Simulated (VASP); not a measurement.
Data:

```xyz
3
Lattice="0.0000 2.5093 2.5093 2.5093 0.0000 2.5093 2.5093 2.5093 0.0000" Properties=species:S:1:pos:R:3 pbc="T T T"
Hf     0.0000     0.0000     0.0000
O      1.2546     1.2546     1.2546
O      3.7639     3.7639     3.7639
```

Calculation: PBEsol GGA, VASP's PBE PAW potentials (set 64) (plane waves; VASP). Numerical set-up: 620 eV cut-off, 8×8×8 Γ-centred mesh, Gaussian smearing of 0.050 eV, potentials Hf_pv O.

The ions, cell shape and volume at an external pressure of 5.0 GPa are relaxed. Which structure does the run end with?

```xyz
3
Lattice="0.0000 2.4946 2.4946 2.4946 0.0000 2.4946 2.4946 2.4946 0.0000" Properties=species:S:1:pos:R:3 pbc="T T T"
Hf     0.0000     0.0000     0.0000
O      1.2473     1.2473     1.2473
O      3.7419     3.7419     3.7419
```
Space group Fm-3m (225), at a tolerance of 0.03 Å.

How do energy and volume change from the first to the last step?

The energy (σ→0) changes by +2.8 meV/atom and the volume by -1.7 %, in 3 ionic steps.

The compound is HfO2 in the fluorite structure, the high-temperature cubic form, which is unstable at 0 K; the monoclinic form is the stable one. This run relaxes it under an external pressure of 5 GPa. Symmetry was kept, so distortions that lower it aren't found.
